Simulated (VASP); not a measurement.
Band gaps of PbI2 (space group P6_3mc) from VASP (PAW), without and with spin-orbit coupling. Semilocal levels are at their own relaxed cell, hybrids and mBJ at PBE's; 0.00 means no gap at that level.  Unless said otherwise, spin-orbit coupling is left out, though it shifts the bands of the heavy elements here.

The cell of the PBEsol run:

Space group P6₃mc (No. 186); a = b = 4.5395 Å, c = 14.1723 Å, α = β = 90.00°, γ = 120.00°

```json
[
 {"atom": "Pb", "site": "2b", "symmetry": "3m.", "x": "0.3333", "y": "0.6667", "z": "0.0001"},
 {"atom": "I", "site": "2b", "symmetry": "3m.", "x": "0.3333", "y": "0.6667", "z": "0.3684"},
 {"atom": "I", "site": "2a", "symmetry": "3m.", "x": "0.0000", "y": "0.0000", "z": "0.1315"}
]
```

| level | gap without SOC (eV) | gap with SOC (eV) | shift (eV) |
|---|---|---|---|
| PBEsol | 2.16 | … | … |

**Question.** Complete the blanks.

**Answer.** 
- PBEsol, gap with SOC (eV): 1.51
- PBEsol, shift (eV): -0.65

Only levels that ran to the end are used. Left out are those held back, those with too coarse a band path, GW runs whose mesh misses a band edge, hybrids' fits of cells that aren't cubic and levels without matching references; a question may draw on a part of the rest.

The structure comes from a computed database's PbI2 entry (P6_3mc); how it stands against other phases isn't given here. It was relaxed first, which changed the volume by -6 %. Symmetry was kept, so distortions that lower it aren't found.
